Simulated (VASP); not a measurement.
Here is the system:

```yaml
crystal:
  lattice:
    - [3.87205, 0.00000, 0.00000]
    - [0.00000, 3.87205, 0.00000]
    - [0.00000, 0.00000, 3.87205]
  atoms:
    - { symbol: Pt, position: [0.00000, 0.00000, 0.00000] }
    - { symbol: Pt, position: [0.50000, 0.50000, 0.00000] }
    - { symbol: Pt, position: [0.50000, 0.00000, 0.50000] }
    - { symbol: Al, position: [0.00000, 0.50000, 0.50000] }
```

All values below come from PBEsol GGA, VASP's PBE PAW potentials (set 64) (plane waves; VASP). Run with 400 eV cut-off, 11×11×11 Γ-centred mesh, tetrahedra with Blöchl corrections, potentials Pt Al.

Q: The job: AlPt3 (ordered alloy cell), 4 atoms, PBEsol, static run, 400 eV, 11×11×11 Γ-centred mesh. Roughly how much core time does it take on a busy server core?

A: About 20 core-seconds (one run on a shared machine, a rough figure). It had 56 irreducible k-points, 20 bands, up to 1070 plane waves and 16 electronic steps.

The structure was generated: AlPt3 was put into an ordered model structure (Pm-3m), which need not be its known phase. It was relaxed first, which changed the volume by -6 %.
